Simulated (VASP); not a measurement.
Energy against volume of Nb (bcc). All values below come from SCAN meta-GGA, VASP's PBE PAW potentials (set 64) (plane waves; VASP). Run with 520 eV cut-off, 15×15×15 Γ-centred mesh, first-order Methfessel-Paxton smearing of 0.10 eV, potentials Nb_sv.

| V (Å³/atom) | E (eV/atom) |
|---|---|
| 16.820 | -33.19659 |
| 17.357 | -33.22660 |
| 17.894 | -33.23515 |
| 18.430 | -33.22558 |

**Question.** Fit these four points and predict the energy of the run at 18.967 Å³/atom.

**Answer.** A cubic in V^(−2/3), the third-order Birch-Murnaghan form, passes through the four points with V0 = 17.86 Å³/atom and B0 = 181 GPa, and gives -33.2006 eV/atom there. The run gave -33.2007 eV/atom, -0.1 meV/atom from the fit; all five points give B0 = 181 GPa.

The compound is Nb in the bcc structure. It was relaxed first.
